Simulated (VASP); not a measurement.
Consider the following.

```xyz
2
Lattice="0.0000 2.7447 2.7447 2.7447 0.0000 2.7447 2.7447 2.7447 0.0000" Properties=species:S:1:pos:R:3 pbc="T T T"
Mg     0.0000     0.0000     0.0000
Se     2.7447     2.7447     2.7447
```

These are LDA (Ceperley-Alder, Perdew-Zunger), VASP's LDA PAW potentials (set 64) (plane waves; VASP) values and carry that method's errors. Numerical set-up: 520 eV cut-off, 9×9×9 Γ-centred mesh, Gaussian smearing of 0.050 eV, potentials Mg Se.

### Question
What does the run give for the energy per atom (σ→0), pressure?

### Answer

- energy per atom (σ→0): -4.287 eV/atom
- pressure: -3.63 GPa

The absolute energy has meaning only against runs of the same code, potentials and settings.

The compound is MgSe in the rock salt structure. This cell is one point of a volume scan, at 1.06 of the reference volume.
